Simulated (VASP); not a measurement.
Here is the system:

```
CELL_PARAMETERS angstrom
      4.29123     0.00000     0.00000
      0.00000     4.41293     0.00000
      0.00000     0.00000    20.02510
ATOMIC_POSITIONS crystal
  Sn 0.75000 0.90788 0.56928
  Sn 0.25000 0.40788 0.43072
  Se 0.25000 0.46672 0.56643
  Se 0.75000 0.96672 0.43357
```

All values below come from PBE GGA, VASP's PBE PAW potentials (set 64) (plane waves; VASP). Settings: 400 eV cut-off, Gaussian smearing of 0.050 eV, potentials Sn_d Se.

The cell holds a wide vacuum, so values per volume refer to the whole cell. Unless said otherwise, spin-orbit coupling is left out, though it shifts the bands of the heavy elements here.

Question: Give the energies of bands 13 to 23 at the high-symmetry points, in eV from the valence-band maximum.

Answer: 
```csv
band,Γ,X,Z,U
13,-6.29,-7.16,-7.11,-6.31
14,-5.25,-7.16,-7.11,-6.31
15,-3.46,-2.43,-2.38,-4.51
16,-3.06,-2.43,-2.38,-4.51
17,-3.02,-1.79,-1.76,-3.30
18,-1.84,-1.79,-1.76,-3.30
19,-1.81,-0.47,-0.34,-1.72
20,-0.59,-0.47,-0.34,-1.72
21,1.50,1.29,1.35,3.21
22,3.23,1.29,1.35,3.21
23,3.73,2.05,2.17,4.80
```

The gap is indirect, 0.99 eV, from the valence maximum at Γ-Z at 0.81 to the conduction minimum at Γ-X at 0.86.

The cell is a sheet with vacuum, built from a generated structure.
